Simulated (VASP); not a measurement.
Given:

```
CELL_PARAMETERS angstrom
      0.00000     3.12231     3.12231
      3.12231     0.00000     3.12231
      3.12231     3.12231     0.00000
ATOMIC_POSITIONS crystal
  Cd 0.00000 0.00000 0.00000
  Se 0.25000 0.25000 0.25000
```

Computed with optB88-vdW, VASP's PBE PAW potentials (set 64) (plane waves; VASP). Settings: 520 eV cut-off, 7×7×7 Γ-centred mesh, Gaussian smearing of 0.050 eV, potentials Cd Se.

### Question
The job: CdSe (zinc blende), 2 atoms, optB88-vdW, static run, 520 eV, 7×7×7 Γ-centred mesh. Roughly how much core time does it take on a busy server core?

### Answer
About 60 core-seconds (one run on a shared machine, a rough figure). It had 20 irreducible k-points, 13 bands, up to 1652 plane waves and 13 electronic steps.

The compound is CdSe in the zinc blende structure, whereas wurtzite is the usual form. This cell is one point of a volume scan, at 1.03 of the reference volume.
